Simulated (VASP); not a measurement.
A run of VASP 6.6.1:

The input INCAR:

```
PREC     = Accurate       # precision mode
ENCUT    = 600            # plane-wave cutoff, eV
EDIFF    = 1E-6           # SCF threshold, eV
ISMEAR   = 0              # smearing method
SIGMA    = 0.03           # smearing width, eV
LREAL    = False          # projectors in reciprocal space
LASPH    = True           # aspherical terms in the spheres
NELM     = 120            # most SCF steps
ALGO     = Normal         # electronic algorithm
ISIF     = 3              # what is computed and relaxed
LWAVE    = False          # write WAVECAR
LCHARG   = False          # write CHGCAR
GGA      = PE             # functional
IBRION   = 2              # ionic algorithm
NSW      = 60             # ionic steps
EDIFFG   = -0.005         # ionic threshold
LATTICE_CONSTRAINTS= .TRUE. .TRUE. .FALSE.
KPAR     = 2
```

File KPOINTS:

```
Automatic mesh
0
Gamma
  12 12 1
```

Contents of POSCAR:

```
PtSe2
1.0
    3.7300000000      0.0000000000      0.0000000000
   -1.8650000000      3.2302747600      0.0000000000
    0.0000000000      0.0000000000     18.6200000000
Se Pt
2 1
Direct
    0.3333330000      0.6666670000      0.4296455400
    0.6666670000      0.3333330000      0.5703544600
    0.0000000000      0.0000000000      0.5000000000
```

Potentials or basis: VASP PAW PBE potentials, release 64 (Se, Pt).

Launch:

```console
$ cat potpaw_PBE.64/Se/POTCAR potpaw_PBE.64/Pt/POTCAR > POTCAR
$ mpirun -np 2 vasp_std > vasp.out
```

Hardware: 2 MPI ranks on Intel(R) Xeon(R) Platinum 8259CL CPU @ 2.50GHz (Skylake/Cascade Lake) (shared host).

Problem. How long does it take, and how much memory?

Solution. It took 4.3 min on 2 MPI ranks on Intel(R) Xeon(R) Platinum 8259CL CPU @ 2.50GHz (Skylake/Cascade Lake) (shared host), peak memory 0.43 GiB a rank. Counts: scf iterations 64, k points 19, ion steps 10.
